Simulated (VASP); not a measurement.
# Relaxed cell of SrTiO3 (Tausonite): a test of cutoff and mesh, part 2 of 2

How far does the relaxed cell of SrTiO3 (Tausonite) depend on cutoff and k mesh? The starting structure is a measured crystal structure from the Crystallography Open Database. The first relaxation on each setting starts from this cell expanded by 3 % in volume.

VASP 6.6.1.

Results so far: reference 11.83 Å³ an atom; a cutoff of 400 eV 11.52 Å³ an atom; a 3×3×3 mesh 11.85 Å³ an atom.

## Step 5: Relaxation with a cutoff of 680 eV

Level of this step: PBEsol; plane waves and PAW (Sr_sv, Ti_sv, O) (VASP).

Against step 2 the input has ENCUT = 680. This run starts from the cell of an earlier relaxation, which isn't shown; the restart sets up the plane waves anew.

INCAR

```
SYSTEM = SrTiO3
PREC = Accurate
ENCUT = 680
EDIFF = 1E-06
NELM = 100
ISMEAR = 0
SIGMA = 0.03
LREAL = .FALSE.
ALGO = Normal
GGA = PS
NBANDS = 26
LASPH = .TRUE.
LORBIT = 11
LWAVE = .FALSE.
LCHARG = .FALSE.
KPAR = 16
IBRION = 2
NSW = 50
ISIF = 3
EDIFFG = -0.006
```

POSCAR

```
SrTiO3
1.0
    3.8946965271      0.0000000000      0.0000000000
    0.0000000000      3.8946965271      0.0000000000
    0.0000000000      0.0000000000      3.8946965271
Sr Ti O
1 1 3
Direct
    0.5000000000      0.5000000000      0.5000000000
    0.0000000000      0.0000000000      0.0000000000
    0.0000000000      0.0000000000      0.5000000000
    0.0000000000      0.5000000000      0.0000000000
    0.5000000000      0.0000000000      0.0000000000
```

KPOINTS

```
Automatic mesh
0
Gamma
6 6 6
0 0 0
```

PAW data sets: Sr_sv, Ti_sv and O (PBE family, release 64).

Launch:

```sh
> mpirun -np 16 vasp_std
```

The log of the run:

```text
[... set-up lines as in an earlier step ...]
 entering main loop
       N       E                     dE             d eps       ncg     rms          rms(c)
DAV:   1     0.497907251196E+03    0.49791E+03   -0.24757E+04  1040   0.204E+03
DAV:   2     0.462464317042E+01   -0.49328E+03   -0.47588E+03  1182   0.514E+02
DAV:   3    -0.485955853009E+02   -0.53220E+02   -0.52150E+02  1212   0.161E+02
DAV:   4    -0.515790697289E+02   -0.29835E+01   -0.29789E+01  1776   0.335E+01
[...]
DAV:  15    -0.420284350329E+02    0.54618E-05   -0.54067E-05  1454   0.716E-02    0.183E-02
DAV:  16    -0.420284339178E+02    0.11151E-05   -0.85781E-06  1238   0.368E-02    0.396E-03
DAV:  17    -0.420284339139E+02    0.39436E-08   -0.46381E-07   782   0.723E-03
   1 F= -.42028434E+02 E0= -.42028434E+02  d E =-.420284E+02
[...]
reached required accuracy - stopping structural energy minimisation
```

Elapsed: 34 s, on 16 MPI ranks of AMD EPYC 7571, shared host; peak memory 3.8 GiB; 8.9 min of CPU time.

OUTCAR, selected parts (step 5):

```text
  Total       -0.0189735     -0.0189735     -0.0189735      0.0000000     -0.0000000      0.0000000
  in kB       -0.5145612     -0.5145612     -0.5145612      0.0000000     -0.0000000      0.0000000
  external PRESSURE =      -0.5145612 kB  Pullay stress =       0.0000000 kB

 POSITION                                       TOTAL-FORCE (eV/Angst)
 -----------------------------------------------------------------------------------
      1.94735      1.94735      1.94735         0.000000      0.000000      0.000000
      0.00000      0.00000      0.00000         0.000000      0.000000      0.000000
      0.00000      0.00000      1.94735         0.000000      0.000000      0.000000
      0.00000      1.94735      0.00000         0.000000      0.000000      0.000000
      1.94735      0.00000      0.00000         0.000000      0.000000      0.000000
 -----------------------------------------------------------------------------------
    total drift:                                0.000000      0.000000     -0.000000

  FREE ENERGIE OF THE ION-ELECTRON SYSTEM (eV)
  ---------------------------------------------------
  free  energy   TOTEN  =       -42.0284339139 eV

  energy  without entropy=      -42.0284339139  energy(sigma->0) =      -42.02843391

[... 2 parts as in an earlier step ...]

[... 2 further parts left out ...]
[key lines of the parts left out:]
E-fermi :   4.2715
```

With a cutoff of 680 eV the cell ends at 11.815 Å³ an atom, -0.11 % from the reference; the bulk modulus is 185.4 GPa against 185.0 GPa.

## Step 6: Relaxation with an 8×8×8 mesh

Against step 2 the input has an 8×8×8 mesh. This run starts from the cell of an earlier relaxation, which isn't shown; the restart sets up the plane waves anew.

INCAR: that of step 5 with these lines changed.

```diff
@@ -2,3 +2,3 @@
 PREC = Accurate
-ENCUT = 680
+ENCUT = 520
 EDIFF = 1E-06
```

POSCAR: that of step 5 with these lines changed.

```diff
@@ -2,5 +2,5 @@
 1.0
-    3.8946965271      0.0000000000      0.0000000000
-    0.0000000000      3.8946965271      0.0000000000
-    0.0000000000      0.0000000000      3.8946965271
+    3.8962345786      0.0000000000      0.0000000000
+    0.0000000000      3.8962345786      0.0000000000
+    0.0000000000      0.0000000000      3.8962345786
 Sr Ti O
```

KPOINTS

```
Automatic mesh
0
Gamma
8 8 8
0 0 0
```

Launch:

```sh
> mpirun -np 16 vasp_std
```

The log of the run:

```text
[... set-up lines as in an earlier step ...]
 entering main loop
       N       E                     dE             d eps       ncg     rms          rms(c)
DAV:   1     0.421972733480E+03    0.42197E+03   -0.21152E+04  1820   0.167E+03
DAV:   2    -0.119241494568E+02   -0.43390E+03   -0.42066E+03  2166   0.451E+02
DAV:   3    -0.493750994365E+02   -0.37451E+02   -0.37196E+02  2144   0.136E+02
DAV:   4    -0.515878279361E+02   -0.22127E+01   -0.22095E+01  3050   0.278E+01
[...]
DAV:  14    -0.420164471314E+02    0.45333E-05   -0.12646E-04  2282   0.152E-01    0.248E-02
DAV:  15    -0.420164428893E+02    0.42421E-05   -0.56654E-05  2418   0.723E-02    0.192E-02
DAV:  16    -0.420164419040E+02    0.98530E-06   -0.93804E-06  2186   0.363E-02
   1 F= -.42016442E+02 E0= -.42016442E+02  d E =-.420164E+02
[...]
reached required accuracy - stopping structural energy minimisation
```

Wall time 24 s (16 MPI ranks); peak memory 3.1 GiB; 6.2 min of CPU time.

Parts of OUTCAR (step 6):

```text
  Total       -0.0144413     -0.0144413     -0.0144413      0.0000000      0.0000000     -0.0000000
  in kB       -0.3911844     -0.3911844     -0.3911844      0.0000000      0.0000000     -0.0000000
  external PRESSURE =      -0.3911844 kB  Pullay stress =       0.0000000 kB

 POSITION                                       TOTAL-FORCE (eV/Angst)
 -----------------------------------------------------------------------------------
      1.94812      1.94812      1.94812         0.000000      0.000000      0.000000
      0.00000      0.00000      0.00000         0.000000      0.000000      0.000000
      0.00000      0.00000      1.94812         0.000000      0.000000      0.000000
      0.00000      1.94812      0.00000         0.000000      0.000000      0.000000
      1.94812      0.00000      0.00000         0.000000      0.000000      0.000000
 -----------------------------------------------------------------------------------
    total drift:                               -0.000000     -0.000000      0.000000

  FREE ENERGIE OF THE ION-ELECTRON SYSTEM (eV)
  ---------------------------------------------------
  free  energy   TOTEN  =       -42.0164419040 eV

  energy  without entropy=      -42.0164419040  energy(sigma->0) =      -42.01644190

[... 1 part as in an earlier step ...]

[... 3 further parts left out ...]
[key lines of the parts left out:]
E-fermi :   4.3691
```

With an 8×8×8 mesh the cell ends at 11.829 Å³ an atom, +0.01 % from the reference; the bulk modulus is 184.6 GPa against 185.0 GPa.

## Step 7: The runs compared

```csv
run,volume (Å³/atom),change (%),bulk modulus (GPa),pressure left (GPa),core minutes
reference,11.829,-,185.0,-0.02,25.7
a cutoff of 400 eV,11.521,-2.6,203.4,0.0,23.8
a 3×3×3 mesh,11.85,0.18,183.6,0.0,4.64
a cutoff of 680 eV,11.815,-0.11,185.4,-0.05,32.1
an 8×8×8 mesh,11.829,0.01,184.6,-0.04,22.2
```

Core minutes are wall time times ranks, summed over the relaxations behind a row (those for a bulk modulus apart), on shared hosts.

## Step 8: What came out

* volume of the reference: 11.83 Å³/atom
* volume against the reference, a cutoff of 400 eV: -2.60 %
* volume against the reference, a 3×3×3 mesh: +0.18 %
* volume against the reference, a cutoff of 680 eV: -0.11 %
* volume against the reference, an 8×8×8 mesh: +0.01 %

In words: The volume moves most with a cutoff of 400 eV: -2.60 % against the reference (520 eV, 6×6×6 mesh). On finer settings it changes by -0.11 % with a cutoff of 680 eV and +0.01 % with an 8×8×8 mesh. The relaxations stop with up to 0.05 GPa left, which at the bulk modulus found here is 0.03 % of the volume. That understates it: a restart alone still moved the volume by up to 0.7 %. A cell that shrinks at the lower cutoff is the usual mark of Pulay stress, the error that a plane-wave basis makes when it is kept while the volume changes. The bulk modulus is more sensitive: it changes by +10.0 % with a cutoff of 400 eV. Further runs on this material are not shown.

[Lines on the potential files, build, host, timing and source positions are cut from VASP's logs without a mark.]

[Logs are printed without paths, hosts, clocks, repeated set-up lines and the standing remarks that a program may print on its own settings, such as how far it seeks lower states.]

[Hosts, paths, dates, database ids (printed as entryN), source tags and the programs' standing remarks are cut or masked in the printed files.]
